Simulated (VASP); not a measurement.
Data:

```yaml
crystal:
  lattice:
    - [2.16769, -3.75455, 0.00000]
    - [2.16769, 3.75455, 0.00000]
    - [0.00000, 0.00000, 7.06871]
  atoms:
    - { symbol: Cd, position: [0.66667, 0.33333, 0.50000] }
    - { symbol: Cd, position: [0.33333, 0.66667, 0.00000] }
    - { symbol: Se, position: [0.66667, 0.33333, 0.87600] }
    - { symbol: Se, position: [0.33333, 0.66667, 0.37600] }
```

Calculation: SCAN meta-GGA, VASP's PBE PAW potentials (set 64) (plane waves; VASP). Numerical set-up: 520 eV cut-off, 7×7×4 Γ-centred mesh, tetrahedra with Blöchl corrections, potentials Cd Se.

Problem. Tabulate the total density of states (states/eV per cell) against energy (eV; zero at the valence-band maximum or, without a gap, the Fermi level).

Solution. 
(E (eV), DOS (states/eV)): (-9.95, 0.00); (-9.73, 0.00); (-9.61, 0.00); (-9.39, 0.00); (-9.28, 0.00); (-9.05, 0.00); (-8.82, 0.00); (-8.71, 0.00); (-8.48, 0.00); (-8.37, 0.00); (-8.14, 0.00); (-7.92, 45.6); (-7.81, 24.6); (-7.58, 7.26); (-7.35, 11.0); (-7.24, 3.06); (-7.01, 0.00); (-6.90, 0.00); (-6.68, 0.00); (-6.45, 0.00); (-6.34, 0.00); (-6.11, 0.00); (-6.00, 0.00); (-5.77, 0.00); (-5.54, 0.00); (-5.43, 0.00); (-5.21, 0.00); (-5.09, 0.00); (-4.87, 0.00); (-4.64, 0.00); (-4.53, 0.00); (-4.30, 0.01); (-4.19, 0.50); (-3.96, 6.87); (-3.74, 3.07); (-3.62, 2.83); (-3.40, 1.75); (-3.28, 1.37); (-3.06, 0.97); (-2.83, 0.88); (-2.72, 1.25); (-2.49, 2.07); (-2.27, 2.38); (-2.15, 2.40); (-1.93, 3.78); (-1.81, 4.36); (-1.59, 3.56); (-1.36, 3.54); (-1.25, 5.68); (-1.02, 5.51); (-0.91, 4.67); (-0.68, 2.93); (-0.46, 2.01); (-0.34, 1.40); (-0.12, 0.48); (-0.01, 0.03); (0.22, 0.00); (0.45, 0.00); (0.56, 0.00); (0.79, 0.00); (0.90, 0.00); (1.13, 0.00); (1.35, 0.01); (1.46, 0.02); (1.69, 0.03); (1.80, 0.04); (2.03, 0.08); (2.26, 0.15); (2.37, 0.19); (2.59, 0.28); (2.82, 0.49); (2.93, 0.62); (3.16, 1.25); (3.27, 1.88); (3.50, 2.70); (3.73, 3.16); (3.84, 3.35); (4.06, 2.77); (4.18, 2.36); (4.40, 1.75)
Within 2 eV below the valence-band maximum the largest weight inside VASP's projection spheres is Se p.

The compound is CdSe in the wurtzite structure. It was relaxed first.
